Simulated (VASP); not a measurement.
C:

```
C
1.0
     0.00000    1.78350    1.78350
     1.78350    0.00000    1.78350
     1.78350    1.78350    0.00000
C
2
Direct
  0.00000 0.00000 0.00000
  0.25000 0.25000 0.25000
```

This isn't the form of C at room conditions, which is graphite.

Program: VASP 6.6.1. Alike in all runs: task single point; potentials or basis VASP PAW PBE potentials, release 64 (C); no spin polarisation; cell as given; k mesh 8 × 8 × 8; cutoff (eV) 420; smearing gaussian 0.05 eV.

**Question.** Order these runs on this cell by their band gap on the k mesh, lowest first.
A. level PBE
B. level PBE0; grid for exact exchange (PRECFOCK) Fast; exchange at q = 0 truncated
C. level HSE06; grid for exact exchange (PRECFOCK) Fast; screening parameter 0.2 1/A

**Answer.** A (4.12 eV), C (5.29 eV), B (6.02 eV).

A k mesh can miss the band edges.
